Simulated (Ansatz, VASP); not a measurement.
# TiB2: VASP beside Ansatz, part 2 of 2

Aim: how closely do two programs agree when they are given the same cell, functional and k mesh? The cell is taken from a series of runs on this material, whose earlier steps may have relaxed, scaled, displaced or heated it; both programs get it as it stands.

VASP 6.6.1 and Ansatz 0.2.0.

So far: The structure; VASP: zone-centre phonons, PBEsol.

### Step 3. Ansatz: zone-centre phonons, PBEsol

Level of this step: Ansatz beside VASP: Kohn-Sham DFT, plane waves, PBEsol (Ansatz).

Ansatz runs on its PAW soft_1 files.

The same cell, functional, mesh and smearing now go to Ansatz, which takes its cutoff from its data sets.

The input, input.yaml:

```yaml
crystal:
  lattice:
    - [3.0369493169, 0.0, 0.0]
    - [-1.5184746584, 2.6300752585, 0.0]
    - [0.0, 0.0, 3.0567428737]
  atoms:
    - { symbol: B, position: [0.3333333336, 0.6666666664, 0.5] }
    - { symbol: B, position: [0.6666666664, 0.3333333336, 0.5] }
    - { symbol: Ti, position: [0.0, 0.0, 0.0] }
kpoints:
  mp_grid: { grid: [15, 15, 16] }
hamiltonian:
  xc: pbesol
  pseudopotentials: { kind: paw, azcp: { folder: soft_1 }, xc_functional: pbe }
scf:
  occupations: { method: methfessel_paxton, width: 0.2 }
output:
  eigenvalues: true
phonons:
  method: dfpt
```

Started as:

```sh
> ansatz run input.yaml --threads 4 --pin off --max-ram 10240MiB --backend cpu --events-out ev --progress --plain --runs-dir out
```

Numbers of over 12 decimals in the logs are rounded to 6 here.

What it wrote:

```text
zone centre: on kpoints.mp_grid the ground state, and the responses unless they are solved on pairs of k-points, stand on 576 of the mesh's 3600 k-points, reduced under 4 symmetry operations, with k and −k counted as one. Each operation leaves every solved displacement unchanged or reverses it
Engine: ansatz 0.2.0, x86_64-unknown-linux-gnu
Pseudopotentials: kind: paw
Pseudopotential: B, paw, valence charge 3, recommended cutoff 420 eV (normal), soft_1/B.paw.azcp
Pseudopotential: Ti, paw, valence charge 12, recommended cutoff 420 eV (normal), soft_1/Ti.paw.azcp
Functional definition: PBEsol
  exchange = pbesol_x
  correlation = pbesol_c
Crystal: 3 atoms, lattice volume = 24.415 Å³
Basis set: ecut = 420 eV, 467 PW (Γ), exchange–correlation on 48×48×48 points (8 copies of the dense FFT grid, shifted against one another)
Bands: 13, of which v1, the nominal top of the filled ones, is band 9 counted from 1 (8 counted from 0)
Symmetry: 24 space group operations
k-points: 576 of 3600 (irreducible under 4 space group operations, time reversal used)
Non-local potential: B, projectors of the file, l = 0: 2, l = 1: 2, l = 2: 1
Non-local potential: Ti, projectors of the file, l = 0: 3, l = 1: 2, l = 2: 3, l = 3: 1
PAW form: soft (Blöchl's): semilocal exchange-correlation on the pseudo side does not see the compensation charge
PAW frozen core: B, regenerated for the run's functional, and the local potential with it (the file was generated under x = pbe(κ = 0.804, μ = 0.219515), c = pbe(β = 0.066725))
PAW frozen core: Ti, regenerated for the run's functional, and the local potential with it (the file was generated under x = pbe(κ = 0.804, μ = 0.219515), c = pbe(β = 0.066725))
PAW one-centre angular grid: B, 110 points (default); XC on 64 Gauss nodes
PAW one-centre angular grid: Ti, 590 points (default); XC on 64 Gauss nodes
Initial density: superposition of atomic densities (chi_scale 0.1, normalization cell, long waves kept (reshape's long-wave potential 0.00 eV rms))
Initial wavefunctions: pseudopotential atomic-orbital guess
Functional: x = pbesol(κ = 0.804, μ = 0.123457), c = pbesol(β = 0.046)
SCF iter   1: F=—  HF=-2783.650630 eV  |F-HF|=—  |Δ(HF+E_count)|=         —  Δρ=1.06e-1  dr2=4.17e0  ethr=3.10e-3  ⟨swp⟩=4.4  Hψ=35372  notcnv=0
preconditioner: auto → none  [metal: Δε(μ)=0.003 eV  Ē_g=9.735 eV  σ=0.200 eV  W_gap=0.01  n_scr=8 (ndim 8)  ℏωp=23.8 eV  f_vac=0.000  D(μ)=0.34/eV (n_scr^D=0)  sad-step TF]
SCF iter   2: F=—  HF=-2783.071426 eV  |F-HF|=—  |Δ(HF+E_count)|=   5.79e-1  S|Δr|=    0.00e0  Δρ=6.98e-2  dr2=1.96e0  ethr=3.10e-3  ⟨swp⟩=2.0  Hψ=14324  notcnv=0
SCF iter   3: F=—  HF=-2782.570340 eV  |F-HF|=—  |Δ(HF+E_count)|=   5.01e-1  S|Δr|=    0.00e0  Δρ=7.72e-3  dr2=1.57e-2  ethr=3.10e-3  ⟨swp⟩=3.2  Hψ=14880  notcnv=0
SCF iter   4: F=—  HF=-2782.569679 eV  |F-HF|=—  |Δ(HF+E_count)|=   6.61e-4  S|Δr|=    0.00e0  Δρ=8.97e-4  dr2=1.43e-4  ethr=8.70e-5  ⟨swp⟩=1.7  Hψ=12879  notcnv=0
SCF iter   5: F=—  HF=-2782.569727 eV  |F-HF|=—  |Δ(HF+E_count)|=   4.76e-5  S|Δr|=    0.00e0  Δρ=2.36e-4  dr2=2.05e-5  ethr=7.97e-7  ⟨swp⟩=2.0  Hψ=10413  notcnv=0
SCF iter   6: F=—  HF=-2782.569723 eV  |F-HF|=—  |Δ(HF+E_count)|=   3.53e-6  S|Δr|=    0.00e0  Δρ=5.71e-5  dr2=9.96e-7  ethr=1.14e-7  ⟨swp⟩=2.4  Hψ=11141  notcnv=0
SCF iter   7: F=—  HF=-2782.569721 eV  |F-HF|=—  |Δ(HF+E_count)|=   2.40e-6  S|Δr|=    0.00e0  Δρ=4.19e-6  dr2=3.19e-9  ethr=5.53e-9  ⟨swp⟩=2.7  Hψ=11161  notcnv=0
SCF iter   8: F=—  HF=-2782.569721 eV  |F-HF|=—  |Δ(HF+E_count)|=   1.69e-9  S|Δr|=    0.00e0  Δρ=1.03e-6  dr2=3.05e-10  ethr=1.77e-11  ⟨swp⟩=2.0  Hψ=11719  notcnv=0
SCF iter   9: F=—  HF=-2782.569721 eV  |F-HF|=—  |Δ(HF+E_count)|=  7.91e-11  S|Δr|=    0.00e0  Δρ=2.21e-7  dr2=1.61e-11  ethr=1.69e-12  ⟨swp⟩=2.9  Hψ=12097  notcnv=0
SCF iter  10: F=-2782.569721 eV  HF=-2782.569721 eV  |F-HF|=1.82e-12  |Δ(HF+E_count)|=  3.18e-12  S|Δr|=    0.00e0  Δρ=6.95e-9  dr2=1.51e-14  ethr=1.00e-12  ⟨swp⟩=4.8  Hψ=26325  notcnv=0
SCF 1 converged in 10 iterations: F = -2782.569721 eV  dr2 = 1.51e-14
  greatest PAW one-centre occupation: 0.998 electrons in one spin orbital (limit 2), on the Ti atom at site 2 (counted from 0), in its partial waves of l = 0
DFPT response loops at Γ: preconditioner auto → Kerker (q_TF=auto, 2.593 Å⁻¹) (partly filled bands, converged f_vac=0.000); β = 1.00, the filter's whole step (`scf.mixing.beta` (0.50) is not read by the response loops under this deck's `scf.mixing.preconditioner`; to damp them name `kerker` or `kerker_dos`, under which they read `scf.mixing.beta`, and type it under 1.00, their step now; both keys bind the ground state too); Broyden in place of MSR1
SCF converged after 10 iterations
Stability not checked: this state was not tested for a lower state beside it, because cold or Methfessel-Paxton smearing, or corrected tetrahedra, fill the levels in a way that the test cannot read (fill_not_monotonic; see scf.lower_state_search)
Free energy (F): -2782.569721 eV
Harris-Foulkes:  -2782.569721 eV  (|F-HF|=1.82e-12)
Internal energy: -2782.569943 eV  (E = F + TS)
E sigma→0 (E₀):  -2782.569776 eV
Entropy (-TS):   0.000222 eV (0.074 meV/atom)
Fermi energy:    15.794677 eV
--- Per-component energies (eV) ---
  E_band       = -79.986484
  E_kinetic    = 386.624952
  E_local      = -813.341394  (includes V_loc(G=0)·N_el)
  E_nonlocal   = 77.500256
  E_hartree    = 337.696766
  E_xc         = -184.478686
  E_vxc        = -227.326802  (∫ρ·V_xc dr)
  E_paw        = -1167.556200  (= ΣΔE_a)
  E_vpaw       = -178.836960  (= ΣTr[D̂ρ^β])
  E_aug_tail   = -0.000064  (compensation charges beyond the density's cutoff)
  E_ewald      = -1419.184379
  E_core_change = 0.168806  (= ΣΔE_core)
  E_smearing   = 0.000222  (= −TS)
  E_closure    = -0.000000  (closes the sum)
  Σ components = -2782.569721   (vs F -2782.569721, Δ=0.00e0)
--- Band table (eV; the first three rows and the last of 576) ---
  k-point 0: bands = [... 5 lower, 12.7324, 12.7324, 13.6912, 14.2106, 17.9419, 17.9419, 20.1304, 20.1304]
  k-point 1: bands = [... 5 lower, 12.7801, 12.7801, 13.0938, 14.7467, 17.7360, 17.7360, 20.0189, 20.0189]
  k-point 2: bands = [... 5 lower, 12.2447, 12.9228, 12.9228, 15.4287, 17.2650, 17.2650, 19.6991, 19.6991]
  k-point 575: bands = [... 5 lower, 8.8393, 10.6841, 11.2940, 13.0042, 18.7341, 18.9291, 19.7657, 20.9997]
--- Phonons (Γ-DFPT): 4 representative perturbations + reference, on 576 of 3600 k-points (Σ response iterations 12) ---
  k mesh reduced under 4 symmetry operations, with k and −k counted as one. Each operation leaves every solved displacement unchanged or reverses it
  ASR residual: 1.765e-6 → 0.000e0 eV/Å²; symmetrization residual: 1.046e-6 eV/Å²
  ASR residual per site (eV/Å²): 1.76e-6 1.76e-6 5.49e-7
  Γ frequencies (cm⁻¹): 0.00 0.00 0.00 556.89 556.89 573.59 588.87 868.97 868.97
  non-analytic LO–TO correction: not included (Born effective charges unavailable; polar crystals: no LO–TO splitting at Γ)
```

### Step 4. Comparison

Known differences besides the potentials themselves: the cutoff is 420 eV in Ansatz and 500 eV in VASP; Ansatz makes its cores anew for this functional, VASP keeps those of its PBE data sets. Total energies have different zeros and are not compared.

The two programs side by side:

```tsv
quantity	Ansatz	VASP	difference
optical mode 1 to 2 (cm⁻¹)	556.9	556.9	+0.00 %
optical mode 3 (cm⁻¹)	573.6	574.6	-0.17 %
optical mode 4 (cm⁻¹)	588.9	588.8	+0.01 %
optical mode 5 to 6 (cm⁻¹)	869.0	872.9	-0.46 %
```

Modes are paired by rising frequency, not by their patterns, so a pair may set unlike modes beside each other; they are those without the splitting of longitudinal modes.

### Step 5. Outcome

```
r.m.s. difference of the optical zone-centre modes, each program's sorted by frequency (zone-centre phonons, PBEsol) : 2.3 cm⁻¹
```

In words: The r.m.s. difference of the optical zone-centre modes, each program's sorted by frequency is 2.3 cm⁻¹ (zone-centre phonons, PBEsol). Such differences can come from data sets, numerical settings and the points named under the comparisons, not from the functional's error against experiment.

[Lines on the potential files, build, host, timing and source positions are cut from VASP's logs without a mark.]

[Logs are printed without paths, hosts, clocks, repeated set-up lines and the standing remarks that a program may print on its own settings, such as how far it seeks lower states.]

[Hosts, paths, dates, database ids (printed as entryN), source tags and the programs' standing remarks are cut or masked in the printed files.]
